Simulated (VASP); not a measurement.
An input for Quantum ESPRESSO's pw.x (written as the equivalent of a VASP run, and not itself run):

```
&CONTROL
  calculation = 'vc-relax'
  pseudo_dir = './pseudo'
  outdir = './out'
  tprnfor = .true.
  tstress = .true.
  nstep = 60
  forc_conv_thr = 0.00078
/
&SYSTEM
  ibrav = 0
  nat = 4
  ntyp = 2
  ecutwfc = 98
  occupations = 'smearing'
  smearing = 'methfessel-paxton'
  degauss = 0.00735
  input_dft = 'rpbe'
  nspin = 2
  starting_magnetization(1) = 0.3
  starting_magnetization(2) = 0.07
/
&ELECTRONS
  conv_thr = 7.3e-08
  electron_maxstep = 100
/
&IONS
/
&CELL
/
ATOMIC_SPECIES
  Fe 55.845 Fe.upf
  Ni 58.693 Ni.upf
CELL_PARAMETERS angstrom
     3.5792354   -0.0000000    0.0000000
     0.0000000    3.5792354    0.0000000
     0.0000000   -0.0000000    3.5792354
ATOMIC_POSITIONS crystal
  Fe   0.0000000  0.0000000  0.0000000
  Ni   0.0000000  0.5000000  0.5000000
  Ni   0.5000000  0.0000000  0.5000000
  Ni   0.5000000  0.5000000  0.0000000
K_POINTS automatic
  8 8 8 0 0 0
```

Task: Write the VASP files for the same calculation (RPBE).

Result: This is not unique; one that fits is 
**KPOINTS**
```
Automatic
0
Gamma
 8 8 8
0 0 0
```

**POSCAR**
```
Ni3Fe
1
    3.5792354348    -0.0000000000     0.0000000000
    0.0000000000     3.5792354348     0.0000000000
    0.0000000000    -0.0000000000     3.5792354348
Fe Ni
1 3
Direct
  0.0000000000   0.0000000000   0.0000000000
  0.0000000000   0.5000000000   0.5000000000
  0.5000000000   0.0000000000   0.5000000000
  0.5000000000   0.5000000000   0.0000000000
```

### INCAR
```
! general
SYSTEM  = Ni3Fe
PREC    = Accurate
ENCUT   = 520
LREAL   = .FALSE.
LASPH   = .TRUE.

! electronic loop
EDIFF   = 1E-6
NELM    = 100
ALGO    = Normal
LMAXMIX = 4

! smearing
ISMEAR  = 1
SIGMA   = 0.1

! functional
GGA     = RP

! spin
ISPIN   = 2
MAGMOM  = 3.0 0.7 0.7 0.7

! ions
IBRION  = 2
NSW     = 60
ISIF    = 3
EDIFFG  = -0.02

! output
LWAVE   = .FALSE.
LCHARG  = .FALSE.
LORBIT  = 10
```

POTCAR, in this order: Fe Ni (PBE.64 set). Program: vasp_std.

Limits of the translation: the potentials are each code's own (VASP's PAW set, PseudoDojo norm-conserving files in pw.x), so ENCUT and ecutwfc are chosen apart and not converted; conv_thr bounds pw.x's estimated SCF error, while EDIFF bounds the energy change between steps; starting_magnetization is a fraction of the valence charge and MAGMOM a moment in μB, so they match only roughly; forc_conv_thr acts on force components and is met together with etot_conv_thr.

The compound is Ni3Fe in the L1_2 structure. This run relaxes it. Symmetry was kept, so distortions that lower it aren't found. The start is the result of an earlier pass.
